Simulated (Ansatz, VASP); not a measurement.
# SnO (Romarchite) in two plane-wave programs, part 2 of 2

Wanted: the spread between two codes on one cell, functional and k mesh. The cell is taken from a series of runs on this material, whose earlier steps may have relaxed, scaled, displaced or heated it; both programs get it as it stands.

VASP 6.6.1 and Ansatz 0.2.0.

So far: Set-up; VASP: zone-centre phonons, LDA.

## 3. Ansatz: zone-centre phonons, LDA

Level of this step: Ansatz beside VASP: Kohn-Sham DFT, plane waves, LDA (Ansatz).

Ansatz runs on its default PAW (the set named soft_2) files.

The same cell, functional (in two slightly different forms), mesh and smearing now go to Ansatz, which takes its cutoff from its data sets.

Contents of input.yaml:

```yaml
crystal:
  lattice:
    - [3.7678497481, 0.0, 0.0]
    - [0.0, 3.7678497481, 0.0]
    - [0.0, 0.0, 4.658223261]
  atoms:
    - { symbol: Sn, position: [0.5, 0.0, 0.2456084519] }
    - { symbol: Sn, position: [0.0, 0.5, 0.7543915481] }
    - { symbol: O, position: [0.0, 0.0, 0.0] }
    - { symbol: O, position: [0.5, 0.5, 0.0] }
kpoints:
  mp_grid: { grid: [12, 12, 10] }
hamiltonian:
  xc: lda
scf:
  occupations: { method: fermi_dirac, width: 0.1 }
output:
  eigenvalues: true
phonons:
  method: dfpt
```

Launch:

```sh
ansatz run input.yaml --threads 4 --pin off --max-ram 9216MiB --backend cpu --events-out ev --progress --plain --runs-dir out
```

Numbers of over 12 decimals in the logs are rounded to 6 here.

What it wrote:

```text
zone centre: on kpoints.mp_grid the ground state, and the responses unless they are solved on pairs of k-points, stand on 294 of the mesh's 1440 k-points, reduced under 4 symmetry operations, with k and −k counted as one. Each operation leaves every solved displacement unchanged or reverses it
Engine: ansatz 0.2.0, x86_64-unknown-linux-gnu
Pseudopotentials: kind: paw
Pseudopotential: Sn, paw, valence charge 14, recommended cutoff 420 eV (normal), Sn.paw.azcp
Pseudopotential: O, paw, valence charge 6, recommended cutoff 420 eV (normal), O.paw.azcp
Functional definition: SPW92
  exchange = slater_x
  correlation = pw_c
Crystal: 4 atoms, lattice volume = 66.131 Å³
Basis set: ecut = 420 eV, 1279 PW (Γ), exchange–correlation on 60×60×64 points (8 copies of the dense FFT grid, shifted against one another)
Bands: 24, of which v1, the nominal top of the filled ones, is band 20 counted from 1 (19 counted from 0)
Symmetry: 16 space group operations
k-points: 294 of 1440 (irreducible under 4 space group operations, time reversal used)
Non-local potential: Sn, projectors of the file, l = 0: 2, l = 1: 2, l = 2: 2, l = 3: 2
Non-local potential: O, projectors of the file, l = 0: 2, l = 1: 2, l = 2: 1
PAW form: soft (Blöchl's): semilocal exchange-correlation on the pseudo side does not see the compensation charge
PAW frozen core: Sn, regenerated for the run's functional, and the local potential with it (the file was generated under x = pbe(κ = 0.804, μ = 0.219515), c = pbe(β = 0.066725))
PAW frozen core: O, regenerated for the run's functional, and the local potential with it (the file was generated under x = pbe(κ = 0.804, μ = 0.219515), c = pbe(β = 0.066725))
PAW one-centre angular grid: Sn, 590 points (default); XC on 64 Gauss nodes
PAW one-centre angular grid: O, 110 points (default); XC on 64 Gauss nodes
Initial density: superposition of atomic densities (neutral atoms: chi_scale 0, normalization atom), corrected by the library's trained network
Initial wavefunctions: pseudopotential atomic-orbital guess
Functional: x = slater, c = lda
SCF iter   1: F=—  HF=-12869.861786 eV  |F-HF|=—  |Δ(HF+E_count)|=         —  Δρ=1.57e-2  dr2=1.34e-1  ethr=1.77e-3  ⟨swp⟩=5.8  Hψ=31272  notcnv=0
preconditioner: auto → Kerker (q_TF=auto, 2.509 Å⁻¹)  [metal: Δε(μ)=0.071 eV  Ē_g=18.083 eV  σ=0.100 eV  W_gap=0.17  n_scr=18 (ndim 8)  ℏωp=28.9 eV  f_vac=0.009  D(μ)=0.26/eV (n_scr^D=0)]
SCF iter   2: F=—  HF=-12869.828471 eV  |F-HF|=—  |Δ(HF+E_count)|=   3.33e-2  Δρ=4.30e-3  dr2=6.34e-3  ethr=3.35e-4  ⟨swp⟩=2.1  Hψ=12457  notcnv=0
SCF iter   3: F=—  HF=-12869.826863 eV  |F-HF|=—  |Δ(HF+E_count)|=   1.61e-3  Δρ=2.09e-3  dr2=2.16e-3  ethr=1.59e-5  ⟨swp⟩=2.6  Hψ=13171  notcnv=0
SCF iter   4: F=—  HF=-12869.826188 eV  |F-HF|=—  |Δ(HF+E_count)|=   6.75e-4  Δρ=3.84e-4  dr2=2.41e-4  ethr=5.40e-6  ⟨swp⟩=2.0  Hψ=12788  notcnv=0
SCF iter   5: F=—  HF=-12869.826142 eV  |F-HF|=—  |Δ(HF+E_count)|=   4.55e-5  Δρ=1.63e-4  dr2=4.57e-5  ethr=6.02e-7  ⟨swp⟩=1.8  Hψ=10077  notcnv=0
SCF iter   6: F=—  HF=-12869.826134 eV  |F-HF|=—  |Δ(HF+E_count)|=   8.60e-6  Δρ=3.57e-5  dr2=1.42e-6  ethr=1.14e-7  ⟨swp⟩=2.7  Hψ=11752  notcnv=0
SCF iter   7: F=—  HF=-12869.826133 eV  |F-HF|=—  |Δ(HF+E_count)|=   1.26e-6  Δρ=6.00e-6  dr2=1.40e-8  ethr=3.55e-9  ⟨swp⟩=3.0  Hψ=13613  notcnv=0
SCF iter   8: F=—  HF=-12869.826133 eV  |F-HF|=—  |Δ(HF+E_count)|=   2.56e-9  Δρ=1.09e-6  dr2=7.18e-10  ethr=3.51e-11  ⟨swp⟩=2.0  Hψ=12931  notcnv=0
SCF iter   9: F=—  HF=-12869.826133 eV  |F-HF|=—  |Δ(HF+E_count)|=  2.00e-11  Δρ=2.87e-7  dr2=4.61e-11  ethr=1.80e-12  ⟨swp⟩=2.0  Hψ=12846  notcnv=0
SCF iter  10: F=-12869.826133 eV  HF=-12869.826133 eV  |F-HF|=1.82e-12  |Δ(HF+E_count)|=  2.55e-11  Δρ=1.01e-7  dr2=7.32e-12  ethr=1.00e-12  ⟨swp⟩=6.6  Hψ=32099  notcnv=0
SCF 1 converged in 10 iterations: F = -12869.826133 eV  dr2 = 7.32e-12
  greatest PAW one-centre occupation: 0.995 electrons in one spin orbital (limit 2), on the Sn atom at site 1 (counted from 0), in its partial waves of l = 2
DFPT response loops at Γ: preconditioner auto → Kerker (q_TF=auto, 2.509 Å⁻¹) (partly filled bands, converged f_vac=0.007); β = 1.00, the filter's whole step (`scf.mixing.beta` (0.50) is not read by the response loops under this deck's `scf.mixing.preconditioner`; to damp them name `kerker` or `kerker_dos`, under which they read `scf.mixing.beta`, and type it under 1.00, their step now; both keys bind the ground state too); Broyden in place of MSR1
SCF converged after 10 iterations
Free energy (F): -12869.826133 eV
Harris-Foulkes:  -12869.826133 eV  (|F-HF|=1.82e-12)
Internal energy: -12869.818677 eV  (E = F + TS)
E sigma→0 (E₀):  -12869.822405 eV
Entropy (-TS):   -0.007456 eV (-1.864 meV/atom)
Fermi energy:    10.572373 eV
--- Per-component energies (eV) ---
  E_band       = -165.968165
  E_kinetic    = 726.188629
  E_local      = -2508.388576  (includes V_loc(G=0)·N_el)
  E_nonlocal   = 44.938518
  E_hartree    = 1370.381799
  E_xc         = -903.682271
  E_vxc        = -384.571086  (∫ρ·V_xc dr)
  E_paw        = -8284.890592  (= ΣΔE_a)
  E_vpaw       = -784.904162  (= ΣTr[D̂ρ^β])
  E_aug_tail   = 0.004959  (compensation charges beyond the density's cutoff)
  E_ewald      = -3315.414783
  E_core_change = 1.043639  (= ΣΔE_core)
  E_smearing   = -0.007456  (= −TS)
  E_closure    = 0.000000  (closes the sum)
  Σ components = -12869.826133   (vs F -12869.826133, Δ=0.00e0)
--- Band table (eV; the first three rows and the last of 294) ---
  k-point 0: bands = [... 16 lower, 6.8599, 7.1723, 7.1723, 10.4709, 12.7885, 15.0115, 15.0115, 15.1397]
  k-point 1: bands = [... 16 lower, 6.8518, 7.1705, 7.1705, 10.4211, 12.5938, 14.6431, 14.6431, 15.1770]
  k-point 2: bands = [... 16 lower, 6.8280, 7.1663, 7.1663, 10.2035, 12.2372, 14.0581, 14.0581, 15.0173]
  k-point 293: bands = [... 16 lower, 7.5402, 7.5402, 7.8626, 7.8626, 12.7427, 12.7427, 14.8340, 14.8340]
--- Phonons (Γ-DFPT): 4 representative perturbations + reference, on 294 of 1440 k-points (Σ response iterations 12) ---
  k mesh reduced under 4 symmetry operations, with k and −k counted as one. Each operation leaves every solved displacement unchanged or reverses it
  ASR residual: 4.823e-5 → 0.000e0 eV/Å²; symmetrization residual: 3.663e-6 eV/Å²
  ASR residual per site (eV/Å²): 4.82e-5 4.82e-5 2.60e-5 2.60e-5
  Γ frequencies (cm⁻¹): 0.00 0.00 0.00 117.97 117.97 210.55 277.44 277.44 358.19 369.82 471.79 471.79
  non-analytic LO–TO correction: not included (Born effective charges unavailable; polar crystals: no LO–TO splitting at Γ)
```

Reading the cycles: dr2 is the Hartree energy of the density residual (eV), the measure of convergence; HF is the Harris–Foulkes estimate of the energy, which meets the free energy F at convergence.

## 4. Differences

Known differences besides the potentials themselves: the two LDA forms differ slightly; the cutoff is 420 eV in Ansatz and 600 eV in VASP; VASP's log shows a relativistic correction to its local exchange, Ansatz's none. Total energies have different zeros and are not compared.

Compared:

| quantity | Ansatz | VASP | difference |
| --- | --- | --- | --- |
| optical mode 1 to 2 (cm⁻¹) | 118.0 | 119.9 | -1.63 % |
| optical mode 3 (cm⁻¹) | 210.6 | 211.9 | -0.66 % |
| optical mode 4 to 5 (cm⁻¹) | 277.4 | 283.7 | -2.20 % |
| optical mode 6 (cm⁻¹) | 358.2 | 362.1 | -1.09 % |
| optical mode 7 (cm⁻¹) | 369.8 | 373.3 | -0.94 % |
| optical mode 8 to 9 (cm⁻¹) | 471.8 | 476.2 | -0.94 % |

Modes are paired by rising frequency, not by their patterns, so a pair may set unlike modes beside each other; they are those without the splitting of longitudinal modes.

## 5. Summary of results

```
r.m.s. difference of the optical zone-centre modes, each program's sorted by frequency (zone-centre phonons, LDA) : 4.2 cm⁻¹
difference in optical mode 4 to 5 (zone-centre phonons, LDA)                                                      : -2.2 %
```

**Reading.** The r.m.s. difference of the optical zone-centre modes, each program's sorted by frequency is 4.2 cm⁻¹ (zone-centre phonons, LDA). Among the rows given in per cent, the largest difference of the zone-centre phonons, LDA pair is in optical mode 4 to 5, -2.2 %. How closely two codes agree says nothing of how well the functional describes the real material.

[Lines on the potential files, build, host, timing and source positions are cut from VASP's logs without a mark.]

[Logs are printed without paths, hosts, clocks, repeated set-up lines and the standing remarks that a program may print on its own settings, such as how far it seeks lower states.]

[Hosts, paths, dates, database ids (printed as entryN), source tags and the programs' standing remarks are cut or masked in the printed files.]
